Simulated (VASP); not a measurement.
Given:

```xyz
2
Lattice="0.0000 2.0499 2.0499 2.0499 0.0000 2.0499 2.0499 2.0499 0.0000" Properties=species:S:1:pos:R:3 pbc="T T T"
Mg     0.0000     0.0000     0.0000
O      2.0499     2.0499     2.0499
```

Method: SCAN meta-GGA, VASP's PBE PAW potentials (set 64) (plane waves; VASP). Run with 520 eV cut-off, 11×11×11 Γ-centred mesh, Gaussian smearing of 0.050 eV, potentials Mg O.

Give the stress tensor in GPa (positive for a compressed cell).

```
12.27   0.00   0.00
 0.00  12.27   0.00
 0.00   0.00  12.27
```
The pressure is its mean diagonal, 12.27 GPa.

The compound is MgO in the rock salt structure. This cell is one point of a volume scan, at 0.94 of the reference volume.
